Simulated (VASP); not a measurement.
The system is MgO (Periclase).

```
CELL_PARAMETERS angstrom
0.00000 2.10392 2.10392
2.10392 0.00000 2.10392
2.10392 2.10392 0.00000
ATOMIC_POSITIONS crystal
Mg 0.00000 0.00000 0.00000
O 0.50000 0.50000 0.50000
```

Base run:

| Item | Value |
| --- | --- |
| Program | VASP 6.6.1 |
| Functional | HSE06 |
| Potentials or basis | VASP PAW PBE potentials, release 64 (Mg, O) |
| Cutoff | 520 eV |
| k mesh | 8 × 8 × 8 |
| Occupations | gaussian, width 0.03 eV |
| Spin | no spin polarisation |

Its results: band gap on the k mesh 6.49 eV, direct; pressure -1.1 GPa.

**Question.** The run is repeated on the same cell with these changes: functional from HSE06 to PBE-EpsX. What comes out?

**Answer.** Band gap on the k mesh 7.91 eV, direct; pressure -2.5 GPa.

Caveats: the PAW data sets were made with another functional, which shifts forces and pressure a little.
